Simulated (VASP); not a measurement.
VASP input:

### POSCAR
```
NaCl
1
    0.0000000000     2.8200000000     2.8200000000
    2.8200000000     0.0000000000     2.8200000000
    2.8200000000     2.8200000000     0.0000000000
Na Cl
1 1
Direct
  0.0000000000   0.0000000000   0.0000000000
  0.5000000000   0.5000000000   0.5000000000
```

INCAR:
```
SYSTEM = NaCl
PREC = Accurate
ENCUT = 400
EDIFF = 1E-6
NELM = 100
ALGO = Normal
LREAL = .FALSE.
LASPH = .TRUE.
ISMEAR = 0
SIGMA = 0.05
LWAVE = .FALSE.
LCHARG = .FALSE.
ISIF = 2
METAGGA = R2SCAN
LEPSILON = .TRUE.
```

File KPOINTS:
```
Automatic mesh
0
Gamma
6 6 6
0 0 0
```

POTCAR, in this order: Na_pv Cl (PBE.64 set). Program: vasp_std.

### Question
Does this input run properly? What does VASP do?

### Answer
There is a fault: LEPSILON was set with a meta-GGA. VASP stops with an error: You have switched on METAGGA and linear-response routines. This combination is currently not supported. If you have selected LEPSILON=.TRUE., you can try using LCALCEPS=.TRUE. instead. In all other cases, VASP will stop. SOOO sorry... ----> I REFUSE TO CONTINUE WITH THIS SICK JOB ... BYE!!! <----



To mend it, use a GGA with LEPSILON, or finite fields (LCALCEPS) with the meta-GGA. The plain static run on this cell (PBE GGA, plane waves, VASP's PBE PAW potentials (set 64)) converges, and its OSZICAR ends with
```
   1 F= -.67746105E+01 E0= -.67746105E+01  d E =-.131690E-13
```

The compound is NaCl in the rock salt structure. The cell was not relaxed at this level.
